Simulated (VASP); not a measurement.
# BeZn2Te3 (P1) in VASP: relaxation of cell and atoms with PBE

Aim: the relaxation of cell and atoms of BeZn2Te3 with PBE.

Program: VASP 6.6.1. These are calculated values, not measurements. Logs are shortened: lines on timing, memory, paths and dates and some standing lists are left out, and cuts for length are marked.

## (1) Starting point

The typed cell holds 12 atoms: a = 7.291 Å, b = 7.264 Å, c = 6.952 Å, α = 89.90°, β = 90.04°, γ = 60.62°.

The cell was built by a generator and needn't be a form met in nature.

## (2) Relaxation of cell and atoms, PBE

Input file INCAR:

```
SYSTEM = BeZn2Te3
PREC = Normal
ENCUT = 520
EDIFF = 1E-5
ISMEAR = 0
SIGMA = 0.05
LREAL = Auto
LASPH = .TRUE.
NELM = 80
ALGO = Fast
ISIF = 3
LWAVE = .FALSE.
LCHARG = .FALSE.
GGA = PE
IBRION = 2
NSW = 110
EDIFFG = -0.03
ISYM = 0
KPAR = 2
```

Input file KPOINTS:

```
Automatic mesh
0
G
  3 3 3
  0 0 0
```

Input file POSCAR:

```
BeZn2Te3
1.0
    6.2901178900     -3.6860840100     -0.0025774200
    6.2746402600      3.6592867900      0.0065800600
    0.0021957700      0.0086976300      6.9522540200
Be Zn Te
2 4 6
Direct
    0.1539510900      0.8464895900      0.4971783000
    0.8639072500      0.1364657500      0.9848130300
    0.5159710000      0.1624135000      0.5052149100
    0.8203634100      0.5048985700      0.5133659300
    0.1810185300      0.4782781700      0.0029566400
    0.5123991800      0.8298243000      0.9605084800
    0.8535952100      0.1256607700      0.3676005100
    0.2097335700      0.4845587700      0.4062326800
    0.4790540000      0.8325619500      0.4006749500
    0.1661748500      0.8311918100      0.8396426800
    0.4746660900      0.1937984300      0.8902002700
    0.8495618800      0.4556781200      0.8995383300
```

Potentials or basis: VASP PAW PBE potentials, release 64 (Be, Zn, Te).

On the command line:

```sh
> cat potpaw_PBE.64/Be/POTCAR potpaw_PBE.64/Zn/POTCAR potpaw_PBE.64/Te/POTCAR > POTCAR
> mpirun -np 2 vasp_std > vasp.out
```

OUTCAR:

```text
SYSTEM = BeZn2Te3
   PREC = Normal
   ENCUT = 520
   EDIFF = 1E-5
   ISMEAR = 0
   LREAL = Auto
   LASPH = .TRUE.
   NELM = 80
   ISIF = 3
   GGA = PE
   IBRION = 2
   NSW = 110
   EDIFFG = -0.03
   ISYM = 0

 ion  position               nearest neighbor table
   1  0.154  0.846  0.497-   7 2.31  10 2.38   9 2.42   8 2.54
   2  0.864  0.136  0.985-  12 2.34  10 2.45   7 2.66  11 2.74
   3  0.516  0.162  0.505-   8 2.41   7 2.53   9 2.64  11 2.69
   4  0.820  0.505  0.513-   9 2.58  12 2.70   7 2.83   8 2.87
   5  0.181  0.478  0.003-  11 2.27  12 2.60  10 2.75   8 2.81
   6  0.512  0.830  0.961-  11 2.57  10 2.66  12 2.66   9 3.07
   7  0.854  0.126  0.368-   1 2.31   3 2.53   2 2.66   4 2.83
   8  0.210  0.485  0.406-   3 2.41   1 2.54   5 2.81   4 2.87
   9  0.479  0.833  0.401-   1 2.42   4 2.58   3 2.64   6 3.07
  10  0.166  0.831  0.840-   1 2.38   2 2.45   6 2.66   5 2.75
  11  0.475  0.194  0.890-   5 2.27   6 2.57   3 2.69   2 2.74
  12  0.850  0.456  0.900-   2 2.34   5 2.60   6 2.66   4 2.70

IMPORTANT INFORMATION: All symmetrisations will be switched off!
NOSYMM: (Re-)initialisation of all symmetry stuff for point group C_1.

----------------------------------------------------------------------------------------

                                     Primitive cell

  volume of cell :     320.8195

  direct lattice vectors                    reciprocal lattice vectors
     6.290117890 -3.686084010 -0.002577420     0.079297644 -0.135973257  0.000145065
     6.274640260  3.659286790  0.006580060     0.079878456  0.136308724 -0.000195758
     0.002195770  0.008697630  6.952254020    -0.000046204 -0.000179421  0.143838482

  length of vectors
     7.290597029  7.263713479  6.952259807     0.157406683  0.157989475  0.143838601

  position of ions in fractional coordinates (direct lattice)
     0.153951090  0.846489590  0.497178300
     0.863907250  0.136465750  0.984813030
     0.515971000  0.162413500  0.505214910
     0.820363410  0.504898570  0.513365930
     0.181018530  0.478278170  0.002956640
     0.512399180  0.829824300  0.960508480
     0.853595210  0.125660770  0.367600510
     0.209733570  0.484558770  0.406232680
     0.479054000  0.832561950  0.400674950
     0.166174850  0.831191810  0.839642680
     0.474666090  0.193798430  0.890200270
     0.849561880  0.455678120  0.899538330

  ion indices of the primitive-cell ions
   primitive index   ion index
                 1           1
                 2           2
                 3           3
                 4           4
                 5           5
                 6           6
                 7           7
                 8           8
                 9           9
                10          10
                11          11
                12          12

----------------------------------------------------------------------------------------

 KPOINTS: Automatic mesh

Automatic generation of k-mesh.
 Grid dimensions read from file:
 generate k-points for:    3    3    3

 Generating k-lattice:

  Cartesian coordinates                     Fractional coordinates (reciprocal lattice)
     0.026432548 -0.045324419  0.000048355     0.333333333  0.000000000  0.000000000
     0.026626152  0.045436241 -0.000065253     0.000000000  0.333333333  0.000000000
    -0.000015401 -0.000059807  0.047946161    -0.000000000  0.000000000  0.333333333

  Length of vectors
     0.052468894  0.052663158  0.047946200

  Shift w.r.t. Gamma in fractional coordinates (k-lattice)
     0.000000000  0.000000000  0.000000000

 Subroutine IBZKPT returns following result:
 ===========================================

 Found     14 irreducible k-points:

 Following reciprocal coordinates:
            Coordinates               Weight
  0.000000  0.000000  0.000000      1.000000
  0.333333 -0.000000 -0.000000      2.000000
  0.000000  0.333333  0.000000      2.000000
  0.333333  0.333333  0.000000      2.000000
 -0.333333  0.333333  0.000000      2.000000
  0.000000 -0.000000  0.333333      2.000000
  0.333333 -0.000000  0.333333      2.000000
 -0.333333  0.000000  0.333333      2.000000
  0.000000  0.333333  0.333333      2.000000
  0.333333  0.333333  0.333333      2.000000
 -0.333333  0.333333  0.333333      2.000000
  0.000000 -0.333333  0.333333      2.000000
  0.333333 -0.333333  0.333333      2.000000
 -0.333333 -0.333333  0.333333      2.000000
   k-points           NKPTS =     14   k-points in BZ     NKDIM =     14   number of bands    NBANDS=     52
   number of dos      NEDOS =    301   number of ions     NIONS =     12
   total plane-waves  NPLWV =  70560
   dimension x,y,z NGX =    42 NGY =   42 NGZ =   40
   dimension x,y,z NGXF=    84 NGYF=   84 NGZF=   80
   ions per type =               2   4   6
   NGX,Y,Z   is equivalent  to a cutoff of   9.58,  9.61,  9.57 a.u.
   NGXF,Y,Z  is equivalent  to a cutoff of  19.15, 19.23, 19.13 a.u.
 SYSTEM =  BeZn2Te3
   PREC   = normal    normal or accurate (medium, high low for compatibility)
   ISTART =      0    job   : 0-new  1-cont  2-samecut
   ICHARG =      2    charge: 1-file 2-atom 10-const
   ISPIN  =      1    spin polarized calculation?
   LNONCOLLINEAR =      F non collinear calculations
   LSORBIT =      F    spin-orbit coupling
   LASPH  =      T    aspherical Exc in radial PAW
   ENCUT  =  520.0 eV  38.22 Ry    6.18 a.u.  13.56 13.51 12.93*2*pi/ulx,y,z
   NELM   =     80;   NELMIN=  2; NELMDL= -5     # of ELM steps
   EDIFF  = 0.1E-04   stopping-criterion for ELM
   LREAL  =      T    real-space projection
   EDIFFG = -.3E-01   stopping-criterion for IOM
   NSW    =    110    number of steps for IOM
   IBRION =      2    ionic relax: 0-MD 1-quasi-New 2-CG
   NFREE  =      1    steps in history (QN), initial steepest desc. (CG)
   ISIF   =      3    stress and relaxation
   ISYM   =      0    0-nonsym 1-usesym 2-fastsym
   POTIM  = 0.5000    time-step for ionic-motion
   TEBEG  =    0.0;   TEEND  =   0.0 temperature during run
   PSTRESS=    0.0 pullay stress
   NELECT =      88.0000    total number of electrons
   NUPDOWN=      -1.0000    fix difference up-down
   EMIN   =  10.00;   EMAX   =-10.00  energy-range for DOS
   EFERMI =   0.00;   METHOD = LEGACY
   ISMEAR =     0;   SIGMA  =   0.05  broadening in eV -4-tet -1-fermi 0-gaus
   EFERMI_NEDOS =   21; number of points for ismear=-14 and -15
   IALGO  =     68    algorithm
   IMIX   =      4    mixing-type and parameters
     AMIX     =   0.40;   BMIX     =  1.00
     AMIX_MAG =   1.60;   BMIX_MAG =  1.00
  volume/ion in A,a.u.               =      26.73       180.42
  Fermi-wavevector in a.u.,A,eV,Ry     =   1.063691  2.010084 15.394153  1.131438
  Thomas-Fermi vector in A             =   2.199184
   LORBIT       =      0    0 simple, 1 ext, 2 COOP (PROOUT), +10 PAW based schemes
   GGA     = PE    functional components
   LHFCALC =     F    Hartree Fock is set to
   AEXX    =    0.0000 exact exchange contribution
   IVDW    =     0    specifies the selected vdW correction
   LEPSILON=     F    determine dielectric tensor
   LRPA    =     F    only Hartree local field effects (RPA)
 conjugate gradient relaxation of ions
 non-spin polarized calculation
 RMM-DIIS sequential band-by-band and
 Gauss-broadening in eV      SIGMA  =   0.05
  energy-cutoff  :      520.00
  volume of cell :      320.82
 maximum number of plane-waves:      8666
   NGX = 27   NGY = 27   NGZ = 25

--------------------------------------- Ionic step        1  -------------------------------------------

 number of electron      88.0000001 magnetization

 Free energy of the ion-electron system (eV)
  ---------------------------------------------------
  ext. energy  EPLUGINS =         0.00000000
  ---------------------------------------------------
  free energy    TOTEN  =       -34.00379628 eV

  energy without entropy =      -34.00379628  energy(sigma->0) =      -34.00379628

------------------------ aborting loop because EDIFF is reached ----------------------------------------

  FORCE on cell =-STRESS in cart. coord.  units (eV):
  Direction    XX          YY          ZZ          XY          YZ          ZX
  --------------------------------------------------------------------------------------
  -------------------------------------------------------------------------------------
  Total        2.7649222     11.8514693      1.7829481      0.0783332      0.5930554     -0.7662300
  in kB       13.8080603     59.1864044      8.9040677      0.3911969      2.9617271     -3.8265632
  external PRESSURE =      27.2995108 kB  Pullay stress =       0.0000000 kB
[... 119 lines left out ...]
  FREE ENERGIE OF THE ION-ELECTRON SYSTEM (eV)
  ---------------------------------------------------
  free  energy   TOTEN  =       -35.2597060349 eV

  energy  without entropy=      -35.2597060349  energy(sigma->0) =      -35.25970603

[... ionic steps 4 to 17 ...]

--------------------------------------- Ionic step       18  -------------------------------------------

 number of electron      87.9999932 magnetization

------------------------ aborting loop because EDIFF is reached ----------------------------------------

  FORCE on cell =-STRESS in cart. coord.  units (eV):
  Direction    XX          YY          ZZ          XY          YZ          ZX
  --------------------------------------------------------------------------------------
  -------------------------------------------------------------------------------------
  Total        0.2279916      0.2041863      0.2157135      0.0364847      0.0214772      0.0111977
  in kB        1.1265839      1.0089541      1.0659138      0.1802833      0.1061260      0.0553316
  external PRESSURE =       1.0671506 kB  Pullay stress =       0.0000000 kB
[... 77 lines left out ...]
  energy  without entropy=      -35.8478569150  energy(sigma->0) =      -35.84785691

--------------------------------------- Ionic step       20  -------------------------------------------

 number of electron      87.9999955 magnetization

 Free energy of the ion-electron system (eV)
  ---------------------------------------------------
  ext. energy  EPLUGINS =         0.00000000
  ---------------------------------------------------
  free energy    TOTEN  =       -35.84788499 eV

  energy without entropy =      -35.84788499  energy(sigma->0) =      -35.84788499

 E-fermi :   3.7414     XC(G=0):  -8.8741

 val. band max:        3.5214362431   @ k =   0.0000   0.0000   0.0000
 cond. band min:       5.2566958568   @ k =   0.0000   0.0000   0.0000
 fundamental gap:      1.7352596137
 Fermi energy:         3.7413900896

 k-point     1 :       0.0000    0.0000    0.0000
  band No.  band energies     occupation
      1      -8.2875      2.00000
      2      -7.3536      2.00000
      3      -7.0630      2.00000
      4      -7.0619      2.00000
      5      -7.0575      2.00000
      6      -7.0510      2.00000
[... 798 lines left out ...]
  FREE ENERGIE OF THE ION-ELECTRON SYSTEM (eV)
  ---------------------------------------------------
  free  energy   TOTEN  =       -35.8478849924 eV

  energy  without entropy=      -35.8478849924  energy(sigma->0) =      -35.84788499

 reached required accuracy - stopping structural energy minimisation
```

It took 7 min on 2 MPI ranks of Intel Xeon 6975P-C (Granite Rapids), shared host; peak memory 0.37 GiB.

Results:

```
Free energy                            : -35.8479 eV
Relaxed volume                         : 27.08 Å³/atom
Relaxed cell                           : a = 7.331 Å, b = 7.336 Å, c = 6.971 Å, α = 89.98°, β = 90.03°, γ = 60.06°
Space group after relaxing (to 0.05 Å) : Cmc2_1 (No. 36)
Energy gained by relaxing              : 153.7 meV/atom
Ionic steps                            : 20
Pressure after relaxing                : 0.0 GPa
Largest force after relaxing           : 0.030 eV/Å
Band gap on the k mesh                 : 1.74 eV, direct
```

Forces on the atoms (eV/Å):
```
Be  -0.012  0.006  0.002
Be   0.003 -0.007  0.009
Zn   0.011 -0.008  0.009
Zn  -0.012 -0.026  0.007
Zn   0.003  0.011  0.001
Zn  -0.002  0.009  0.020
Te   0.015  0.008  0.006
Te   0.002  0.002 -0.015
Te   0.005 -0.003  0.028
Te   0.008 -0.009 -0.027
Te  -0.016  0.007 -0.021
Te  -0.005  0.009 -0.020
```

Step by step:
| step | energy change (eV) | largest force (eV/Å) | pressure (GPa) | volume (Å³) |
| --- | --- | --- | --- | --- |
| 1 | 0.0000 | 4.8604 | 2.73 | 320.82 |
| 2 | -1.2554 | 0.8616 | -1.82 | 342.27 |
| 3 | -1.2559 | 0.8932 | -1.71 | 341.07 |
| 4 | -1.5908 | 0.6769 | -0.35 | 329.30 |
| 5 | -1.6775 | 0.6452 | 0.89 | 320.42 |
| 6 | -1.7633 | 0.4422 | 0.07 | 325.02 |
| 7 | -1.7769 | 0.3086 | -0.45 | 327.86 |
| 8 | -1.8058 | 0.1873 | 0.00 | 324.94 |
| 9 | -1.8092 | 0.2294 | 0.11 | 323.61 |
| 10 | -1.8220 | 0.1511 | 0.08 | 324.20 |
| 11 | -1.8310 | 0.1115 | 0.00 | 325.06 |
| 12 | -1.8315 | 0.1220 | -0.01 | 325.32 |
| 13 | -1.8391 | 0.0730 | -0.12 | 325.63 |
| 14 | -1.8404 | 0.0604 | -0.09 | 325.77 |
| 15 | -1.8394 | 0.1241 | -0.17 | 326.05 |
| 16 | -1.8406 | 0.0702 | -0.15 | 325.84 |
| 17 | -1.8425 | 0.0683 | 0.24 | 323.45 |
| 18 | -1.8430 | 0.0644 | 0.11 | 324.24 |
| 19 | -1.8441 | 0.0341 | -0.03 | 325.04 |
| 20 | -1.8441 | 0.0300 | 0.04 | 324.91 |

Final structure:
```cif
data_structure
_symmetry_space_group_name_H-M 'P 1'
_symmetry_Int_Tables_number 1
_cell_length_a 7.3314
_cell_length_b 7.3365
_cell_length_c 6.9713
_cell_angle_alpha 89.977
_cell_angle_beta 90.027
_cell_angle_gamma 60.056
_cell_volume 324.91
loop_
_atom_site_label
_atom_site_type_symbol
_atom_site_fract_x
_atom_site_fract_y
_atom_site_fract_z
_atom_site_occupancy
Be1 Be 0.16696 0.83057 0.50019 1
Be2 Be 0.84667 0.14993 0.99983 1
Zn1 Zn 0.51296 0.15779 0.50285 1
Zn2 Zn 0.83836 0.48535 0.50238 1
Zn3 Zn 0.17473 0.49541 0.00375 1
Zn4 Zn 0.50096 0.82192 0.00148 1
Te1 Te 0.86010 0.13687 0.35660 1
Te2 Te 0.17262 0.51085 0.38654 1
Te3 Te 0.48591 0.82517 0.38489 1
Te4 Te 0.15282 0.84294 0.85736 1
Te5 Te 0.52707 0.15585 0.88621 1
Te6 Te 0.84122 0.46916 0.88586 1
```

Levels at points of the mesh, in eV from the valence-band top:
```tsv
k point	band 41	band 42	band 43	band 44	band 45	band 46	band 47	band 48
(0.00, 0.00, 0.00)	-0.93	-0.14	-0.02	0.00	1.74	1.80	2.86	2.88
```

Caveat: spin-orbit coupling is left out, which moves the levels of the heavy elements; an odd mesh through Γ misses points on the zone boundary, where band edges often lie.
